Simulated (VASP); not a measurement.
The system is Ir.

```xyz
1
Lattice="0.0000 1.9150 1.9150 1.9150 0.0000 1.9150 1.9150 1.9150 0.0000" Properties=species:S:1:pos:R:3 pbc="T T T"
Ir    0.0000    0.0000    0.0000
```

The cell was built by a generator and needn't be a form met in nature.

* Program: VASP 6.6.1
* Task: relaxation of cell and atoms
* Functional: r2SCAN
* Dispersion: rVV10
* Potentials or basis: VASP PAW PBE potentials, release 64 (Ir)
* Cutoff: 600 eV
* k mesh: 18 × 18 × 18
* Occupations: methfessel-paxton, width 0.1 eV
* Spin: no spin polarisation

At the start: pressure 5.2 GPa; volume 14.05 Å³/atom.

Where does the relaxation end?

Over 4 steps the energy falls by 2.8 meV/atom and the volume is 14.23 Å³/atom (+1.3 %); space group Fm-3m (No. 225, to 0.05 Å).

The path:
| step | energy change (eV) | largest force (eV/Å) | pressure (GPa) | volume (Å³) |
| --- | --- | --- | --- | --- |
| 1 | 0.0000 | 0.0000 | 5.16 | 14.05 |
| 2 | 0.0412 | 0.0000 | -17.57 | 14.98 |
| 3 | -0.0028 | 0.0000 | -0.12 | 14.23 |
| 4 | -0.0028 | 0.0000 | 0.00 | 14.23 |

Final structure:
```xyz
1
Lattice="0.0000 1.9232 1.9232 1.9232 0.0000 1.9232 1.9232 1.9232 0.0000" Properties=species:S:1:pos:R:3 pbc="T T T"
Ir    0.0000    0.0000    0.0000
```

Caveat: the PAW data sets were made with another functional, which shifts forces and pressure a little.
